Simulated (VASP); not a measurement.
Be4InCu, 6 atoms in the cell. The typed cell holds 6 atoms: a = 4.514 Å, b = 4.514 Å, c = 4.514 Å, α = 60.00°, β = 60.00°, γ = 60.00°. The cell comes from a database or a generator and needn't be the stable form of this composition. The cell isn't the ideal one: atoms moved at random, drawn with an rms of 0.05 Å.

```yaml
Program: VASP 6.6.1
Task: single point
Functional: PBE
Potentials_or_basis: VASP PAW PBE potentials, release 64 (In_d, Cu, Be)
Cutoff: 520 eV
k_mesh: 7 × 7 × 7
Occupations: fermi-dirac, width 0.05 eV
Spin: no spin polarisation
Further_INCAR_settings: ALGO = Normal; EDIFF = 1e-07; NBANDS = 25
```

Potentials or basis: VASP PAW PBE potentials, release 64 (In_d, Cu, Be).

Launch:

```console
$ cat potpaw_PBE.64/In_d/POTCAR potpaw_PBE.64/Cu/POTCAR potpaw_PBE.64/Be/POTCAR > POTCAR
$ mpirun -np 1 vasp_std > vasp.out
```

Hardware: 1 thread of AMD EPYC 9R45 96-Core Processor (Zen 5) (shared host).

Problem. How long does it take, and how much memory?

Solution. It took 5.4 min on 1 thread of AMD EPYC 9R45 96-Core Processor (Zen 5), with other jobs on the host, peak memory 0.39 GiB. Counts: scf iterations 23, k points 172.
